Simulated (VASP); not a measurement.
# BaFeO3: structure and properties in VASP, part 5 of 9

Aim: relax BaFeO3, then compute properties on the relaxed cell. Left out of this account: 1 further run (relaxation: a spoilt try). The start is a cell from a database of measured crystal structures.

VASP 6.6.1, plane waves and PAW; the level of theory is named at each step.

So far. Step 5 (Magnetic order: antiferromagnetic, q = (1/2, 1/2, 0)): The energy lies +21.8 meV an atom from the first pattern. The run ends antiferromagnetic with a largest moment of 3.66 μB, and the mesh shows no gap. Step 6 (The orders side by side): The session goes on in the lowest magnetic state found: ferromagnetic. The next one lies 11.0 meV an atom higher.

The database entry behind the starting cell differs from later determinations by our own check (an axis about 1.3 % long against later determinations), so it need not match the best structure at ambient conditions.

**7. Relaxing cell and atoms (PBEsol + U)**

This step: PBEsol, DFT+U (Fe d 3 eV), spin-polarised from a ferromagnetic start; plane waves and PAW (Ba_sv, Fe, O) (VASP 6.6.1).

System of this step: BaFeO3. Symmetry: Pm-3m, No. 221, cubic system. Conventional cell: a = 4.020 Å, b = 4.020 Å, c = 4.020 Å, α = 90.00°, β = 90.00°, γ = 90.00°. Nearest to Ba lie 12 O at 2.84 Å. Nearest to Fe lie 6 O at 2.01 Å. Nearest to O lie 2 Fe at 2.01 Å and 4 Ba at 2.84 Å. Farther neighbours and most contacts between anions are not listed.

The start need not lie at this functional's minimum. ISIF = 3 frees volume, shape and positions, and EDIFFG sets the threshold on forces and stress at which the search stops.

File INCAR:

```
SYSTEM = BaFeO3
PREC = Accurate
ENCUT = 520
EDIFF = 1E-06
NELM = 100
ISMEAR = 0
SIGMA = 0.05
LREAL = .FALSE.
ALGO = Normal
GGA = PS
NBANDS = 29
ISPIN = 2
MAGMOM = 0.01 3.69 0.1 0.1 0.1
LDAU = .TRUE.
LDAUTYPE = 2
LDAUL = -1 2 -1
LDAUU = 0 3 0
LDAUJ = 0 0 0
LDAUPRINT = 1
LASPH = .TRUE.
LMAXMIX = 4
LORBIT = 11
LWAVE = .FALSE.
LCHARG = .FALSE.
KPAR = 8
IBRION = 2
NSW = 60
ISIF = 3
EDIFFG = -0.01
```

File POSCAR:

```
BaFeO3
1.0
    4.0200000000      0.0000000000      0.0000000000
    0.0000000000      4.0200000000      0.0000000000
    0.0000000000      0.0000000000      4.0200000000
Ba Fe O
1 1 3
Direct
    0.0000000000      0.0000000000      0.0000000000
    0.5000000000      0.5000000000      0.5000000000
    0.5000000000      0.5000000000      0.0000000000
    0.0000000000      0.5000000000      0.5000000000
    0.5000000000      0.0000000000      0.5000000000
```

File KPOINTS:

```
Automatic mesh
0
Gamma
7 7 7
0 0 0
```

Potentials, in the order of the species: Ba_sv, Fe and O (PBE family, release 64).

Launch:

```console
$ mpirun -np 8 vasp_std
```

What it wrote:

```text
[banner, memory and clock lines left out]
running    8 mpi-ranks, on    1 nodes
 distrk:  each k-point on    1 cores,    8 groups
 distr:  one band on    1 cores,    1 groups

 POSCAR found type information on POSCAR BaFeO
 POSCAR found :  3 types and       5 ions
 [... a notice as in an earlier step ...]

 [... a notice as in an earlier step ...]

 LDA part: xc-table for (Slater+PW92), standard interpolation
 POSCAR, INCAR and KPOINTS ok, starting setup
 FFT: planning ... GRIDC
 FFT: planning ... GRID_SOFT
 FFT: planning ... GRID
 WAVECAR not read
 entering main loop
       N       E                     dE             d eps       ncg     rms          rms(c)
DAV:   1     0.308248739198E+03    0.30825E+03   -0.17453E+04  2320   0.131E+03
DAV:   2    -0.140946737221E+02   -0.32234E+03   -0.29334E+03  2514   0.323E+02
DAV:   3    -0.455594286068E+02   -0.31465E+02   -0.30679E+02  2851   0.113E+02
DAV:   4    -0.464637525896E+02   -0.90432E+00   -0.90048E+00  3158   0.189E+01
DAV:   5    -0.464809429024E+02   -0.17190E-01   -0.17182E-01  2900   0.221E+00    0.270E+01
DAV:   6    -0.458171753633E+02    0.66377E+00   -0.56951E+01  3029   0.934E+01    0.664E+01
DAV:   7    -0.350940862656E+02    0.10723E+02   -0.42750E+01  2589   0.125E+02    0.147E+01
DAV:   8    -0.345679247643E+02    0.52616E+00   -0.37920E+00  3116   0.288E+01    0.667E+00
DAV:   9    -0.344146368902E+02    0.15329E+00   -0.10829E+00  3375   0.174E+01    0.392E+00
DAV:  10    -0.344370746238E+02   -0.22438E-01   -0.16285E-01  2600   0.257E+00    0.325E+00
DAV:  11    -0.344044210004E+02    0.32654E-01   -0.28784E-02  2796   0.316E+00    0.175E+00
DAV:  12    -0.344028123287E+02    0.16087E-02   -0.65285E-03  3081   0.933E-01    0.924E-01
DAV:  13    -0.344022090550E+02    0.60327E-03   -0.41714E-03  2727   0.126E+00    0.479E-01
DAV:  14    -0.344024963017E+02   -0.28725E-03   -0.79526E-04  2606   0.163E-01    0.405E-01
DAV:  15    -0.344032293829E+02   -0.73308E-03   -0.17520E-03  2909   0.442E-01    0.143E-01
DAV:  16    -0.344033655321E+02   -0.13615E-03   -0.26363E-04  2798   0.113E-01    0.133E-01
DAV:  17    -0.344033439015E+02    0.21631E-04   -0.67615E-05  2969   0.130E-01    0.853E-02
DAV:  18    -0.344033504896E+02   -0.65881E-05   -0.10517E-04  2696   0.182E-01    0.610E-02
DAV:  19    -0.344033594411E+02   -0.89515E-05   -0.53221E-05  3346   0.901E-02    0.150E-02
DAV:  20    -0.344033601173E+02   -0.67622E-06   -0.24930E-06  2276   0.124E-02
   1 F= -.34403360E+02 E0= -.34401417E+02  d E =-.344034E+02  mag=     4.1832
 curvature:   0.00 expect dE= 0.000E+00 dE for cont linesearch  0.000E+00
 trial: gam= 0.00000 g(F)=  0.000E+00 g(S)=  0.289E+00 ort = 0.000E+00 (trialstep = 0.100E+01)
 search vector abs. value=  0.289E+00
 bond charge predicted
       N       E                     dE             d eps       ncg     rms          rms(c)
DAV:   1    -0.363118806586E+02   -0.19085E+01   -0.42917E+01  2821   0.558E+01    0.114E+01
DAV:   2    -0.346647908047E+02    0.16471E+01   -0.42502E+00  2870   0.233E+01    0.839E+00
DAV:   3    -0.345721947904E+02    0.92596E-01   -0.65592E-01  3310   0.121E+01    0.612E+00
DAV:   4    -0.344921057785E+02    0.80089E-01   -0.17880E-01  3125   0.809E+00    0.137E+00
DAV:   5    -0.344813996480E+02    0.10706E-01   -0.57809E-02  3464   0.292E+00    0.744E-01
DAV:   6    -0.344826684429E+02   -0.12688E-02   -0.88877E-03  3375   0.119E+00    0.214E-01
DAV:   7    -0.344832598491E+02   -0.59141E-03   -0.87330E-04  2909   0.184E-01    0.125E-01
DAV:   8    -0.344835517410E+02   -0.29189E-03   -0.31777E-04  3168   0.177E-01    0.483E-02
DAV:   9    -0.344835429501E+02    0.87909E-05   -0.26941E-05  3165   0.847E-02    0.207E-02
DAV:  10    -0.344835417445E+02    0.12056E-05   -0.32403E-06  2570   0.257E-02    0.141E-02
DAV:  11    -0.344835418541E+02   -0.10956E-06   -0.15436E-06  2341   0.123E-02
   2 F= -.34483542E+02 E0= -.34483057E+02  d E =-.801817E-01  mag=     4.0000
 trial-energy change:   -0.080182  1 .order   -0.063402   -0.289181    0.162378
 step:   0.6882(harm=  0.6404)  dis= 0.00000  next Energy=   -34.508344 (dE=-0.105E+00)
 bond charge predicted
       N       E                     dE             d eps       ncg     rms          rms(c)
DAV:   1    -0.346859979368E+02   -0.20246E+00   -0.41881E+00  2819   0.179E+01    0.343E+00
DAV:   2    -0.345314621901E+02    0.15454E+00   -0.42925E-01  2855   0.771E+00    0.303E+00
DAV:   3    -0.345205730661E+02    0.10889E-01   -0.80698E-02  3330   0.483E+00    0.209E+00
DAV:   4    -0.345102658298E+02    0.10307E-01   -0.23155E-02  3115   0.275E+00    0.511E-01
DAV:   5    -0.345091521122E+02    0.11137E-02   -0.63261E-03  3595   0.900E-01    0.213E-01
DAV:   6    -0.345093271010E+02   -0.17499E-03   -0.74317E-04  3176   0.325E-01    0.732E-02
DAV:   7    -0.345093772079E+02   -0.50107E-04   -0.93830E-05  3253   0.105E-01    0.501E-02
DAV:   8    -0.345093857705E+02   -0.85626E-05   -0.37086E-05  3053   0.864E-02    0.929E-03
DAV:   9    -0.345093852092E+02    0.56129E-06   -0.20494E-06  2467   0.172E-02
   3 F= -.34509385E+02 E0= -.34508617E+02  d E =-.106025E+00  mag=     4.0000
 curvature:  -0.31 expect dE=-0.494E-09 dE for cont linesearch -0.494E-09
 trial: gam= 0.00000 g(F)=  0.667E-64 g(S)=  0.157E-08 ort =-0.213E-04 (trialstep = 0.938E+00)
 search vector abs. value=  0.167E-08
 reached required accuracy - stopping structural energy minimisation
```

The job ended after 23 s (8 MPI ranks of Intel Xeon 6975P-C (Granite Rapids), shared host; peak memory 2 GiB).

OUTCAR, selected parts (step 7):

```text
   k-points           NKPTS =     20   k-points in BZ     NKDIM =     20   number of bands    NBANDS=     29

   NELECT =      36.0000    total number of electrons

atom =   2  type =  2  l = 2

 onsite density matrix

spin component  1

  0.9814  0.0000 -0.0000  0.0000 -0.0000
  0.0000  0.9814  0.0000  0.0000 -0.0000
 -0.0000  0.0000  0.8912 -0.0000 -0.0000
  0.0000  0.0000 -0.0000  0.9814  0.0000
 -0.0000 -0.0000 -0.0000  0.0000  0.8912

spin component  2

  0.1813  0.0000 -0.0000 -0.0000  0.0000
  0.0000  0.1813 -0.0000 -0.0000  0.0000
 -0.0000 -0.0000  0.3179  0.0000 -0.0000
 -0.0000 -0.0000  0.0000  0.1813 -0.0000
  0.0000  0.0000 -0.0000 -0.0000  0.3179

 occupancies and eigenvectors

  o =  0.1813  v =  0.0000  0.0000  0.0000  0.0000  0.0000  0.0000  0.0283  0.0000 -0.9996  0.0000      0.0000  0.0000  0.0000  0.0000  0.0000  0.0000  0.0000  0.0000  0.0000  0.0000
  o =  0.1813  v =  0.0000  0.0000  0.0000  0.0000  0.0000  1.0000  0.0000  0.0000  0.0000  0.0000      0.0000  0.0000  0.0000  0.0000  0.0000  0.0000  0.0000  0.0000  0.0000  0.0000
  o =  0.1813  v =  0.0000  0.0000  0.0000  0.0000  0.0000  0.0000 -0.9996  0.0000 -0.0283  0.0000      0.0000  0.0000  0.0000  0.0000  0.0000  0.0000  0.0000  0.0000  0.0000  0.0000
  o =  0.3179  v =  0.0000  0.0000  0.0000  0.0000  0.0000  0.0000 -0.0000 -0.9996 -0.0000 -0.0297      0.0000  0.0000  0.0000  0.0000  0.0000  0.0000  0.0000  0.0000  0.0000  0.0000
  o =  0.3179  v =  0.0000  0.0000  0.0000  0.0000  0.0000  0.0000  0.0000  0.0297 -0.0000 -0.9996      0.0000  0.0000  0.0000  0.0000  0.0000  0.0000  0.0000  0.0000  0.0000  0.0000
  o =  0.8912  v =  0.0000 -0.0000  0.9996 -0.0000  0.0278  0.0000  0.0000  0.0000  0.0000  0.0000      0.0000  0.0000  0.0000  0.0000  0.0000  0.0000  0.0000  0.0000  0.0000  0.0000
  o =  0.8912  v =  0.0000  0.0000  0.0278  0.0000 -0.9996  0.0000  0.0000  0.0000  0.0000  0.0000      0.0000  0.0000  0.0000  0.0000  0.0000  0.0000  0.0000  0.0000  0.0000  0.0000
  o =  0.9814  v =  1.0000  0.0000  0.0000  0.0000  0.0000  0.0000  0.0000  0.0000  0.0000  0.0000      0.0000  0.0000  0.0000  0.0000  0.0000  0.0000  0.0000  0.0000  0.0000  0.0000
  o =  0.9814  v =  0.0000 -0.0263 -0.0000 -0.9997 -0.0000  0.0000  0.0000  0.0000  0.0000  0.0000      0.0000  0.0000  0.0000  0.0000  0.0000  0.0000  0.0000  0.0000  0.0000  0.0000
  o =  0.9814  v =  0.0000  0.9997  0.0000 -0.0263  0.0000  0.0000  0.0000  0.0000  0.0000  0.0000      0.0000  0.0000  0.0000  0.0000  0.0000  0.0000  0.0000  0.0000  0.0000  0.0000

 E-fermi :   3.0039

 spin component 1
 k-point     1 :       0.0000    0.0000    0.0000
  band No.  band energies     occupation
    ...
     17       1.5382      1.00000
     18       1.5382      1.00000
     19       2.5452      1.00000
     20       2.5452      1.00000
     21       2.5452      1.00000
     22       7.9724      0.00000
     23       7.9724      0.00000
     24       9.8434      0.00000
     25      11.0525      0.00000
     26      11.0525      0.00000
    ...

 k-point     2 :       0.1429    0.0000    0.0000
  band No.  band energies     occupation
    ...
     17       1.5302      1.00000
     18       1.5302      1.00000
     19       2.3806      1.00000
     20       2.4777      1.00000
     21       2.4777      1.00000
     22       8.3648      0.00000
     23       8.4028      0.00000
     24      10.3302      0.00000
     25      11.1170      0.00000
     26      11.3990      0.00000
    ...

  Total        0.0002328      0.0002328      0.0002328      0.0000000      0.0000000      0.0000000
  in kB        0.0061199      0.0061199      0.0061199      0.0000000      0.0000000      0.0000000
  external PRESSURE =       0.0061199 kB  Pullay stress =       0.0000000 kB

 POSITION                                       TOTAL-FORCE (eV/Angst)
 -----------------------------------------------------------------------------------
      0.00000      0.00000      0.00000        -0.000000     -0.000000      0.000000
      1.96781      1.96781      1.96781         0.000000     -0.000000      0.000000
      1.96781      1.96781     -0.00000        -0.000000      0.000000      0.000000
      0.00000      1.96781      1.96781         0.000000      0.000000      0.000000
      1.96781      0.00000      1.96781        -0.000000      0.000000      0.000000
 -----------------------------------------------------------------------------------
    total drift:                                0.000000      0.000000     -0.000000

  FREE ENERGIE OF THE ION-ELECTRON SYSTEM (eV)
  ---------------------------------------------------
  free  energy   TOTEN  =       -34.5093852092 eV

  energy  without entropy=      -34.5078478179  energy(sigma->0) =      -34.50861651

 reached required accuracy - stopping structural energy minimisation

 magnetization (x)
# of ion       s       p       d       tot
------------------------------------------
    1        0.001   0.007   0.007   0.015
    2        0.026   0.025   3.547   3.598
    3        0.010   0.081   0.000   0.091
    4        0.010   0.081   0.000   0.091
    5        0.010   0.081   0.000   0.091
--------------------------------------------------
tot          0.058   0.276   3.554   3.888

[... 5 parts as in an earlier step ...]

[... 16 further parts left out ...]
```

CONTCAR:

```
BaFeO3
   1.00000000000000
     3.9356229355540013    0.0000000000000000    0.0000000000000000
     0.0000000000000000    3.9356229355540013   -0.0000000000000000
     0.0000000000000000    0.0000000000000000    3.9356229355540013
  Ba              Fe              O
     1     1     3
Direct
     0.0000000000000000    0.0000000000000000    0.0000000000000000
     0.5000000000000000    0.5000000000000000    0.5000000000000000
     0.5000000000000000    0.5000000000000000    0.0000000000000000
     0.0000000000000000    0.5000000000000000    0.5000000000000000
     0.5000000000000000    0.0000000000000000    0.5000000000000000
```

The magnetic order is the lowest of the few collinear ones that converged above; longer or canted patterns were not tried. The run keeps the 48 symmetry operations of its start, so it cannot find a distortion of lower symmetry.

The steps of the relaxation:

| step | energy less that of the first step (eV) | largest force (eV/Å) | pressure (GPa) | volume (Å³) |
| --- | --- | --- | --- | --- |
| 1 | 0.0000 | 0.0000 | -7.80 | 64.96 |
| 2 | -0.0802 | 0.0000 | 4.80 | 59.20 |
| 3 | -0.1060 | 0.0000 | 0.00 | 60.96 |

| conventional cell, symmetrised | before | after | change |
| --- | --- | --- | --- |
| a (Å) | 4.020 | 3.936 | -2.1 % |
| b (Å) | 4.020 | 3.936 | -2.1 % |
| c (Å) | 4.020 | 3.936 | -2.1 % |
| volume (Å³/atom) | 12.99 | 12.19 | -6.2 % |

The relaxed structure:

```xyz
5
Lattice="3.9356 0.0000 0.0000 0.0000 3.9356 0.0000 0.0000 0.0000 3.9356" Properties=species:S:1:pos:R:3 pbc="T T T"
Ba    0.0000    0.0000    0.0000
Fe    1.9678    1.9678    1.9678
O     1.9678    1.9678    0.0000
O     0.0000    1.9678    1.9678
O     1.9678    0.0000    1.9678
```

This step gave:

```
electrons                                         : 36
bands                                             : 29
irreducible k-points                              : 20
symmetry operations                               : 48
free energy (TOTEN)                               : -34.51 eV
energy at zero smearing                           : -34.51 eV
Fermi energy                                      : 3.004 eV
pressure                                          : 6.12e-4 GPa
moment of the cell, from the last line of the log : 4 μB
SCF cycles over all ionic steps                   : 40
```

Spin moment in the PAW sphere by atom:

| atom | spin moment in the PAW sphere (μB) |
| --- | --- |
| Ba1 | 0.01 |
| Fe2 | 3.60 |
| O3 | 0.09 |
| O4 | 0.09 |
| O5 | 0.09 |

It ends with forces that vanish by symmetry and a pressure of 0.00 GPa.

(Part 5 of 9 ends here.)

[Lines on the potential files, build, host, timing and source positions are cut from VASP's logs without a mark.]

[Logs are printed without paths, hosts, clocks, repeated set-up lines and the standing remarks that a program may print on its own settings, such as how far it seeks lower states.]

[Hosts, paths, dates, database ids (printed as entryN), source tags and the programs' standing remarks are cut or masked in the printed files.]

[A measured line is paired with the nearest computed mode of its activity, which favours agreement.]
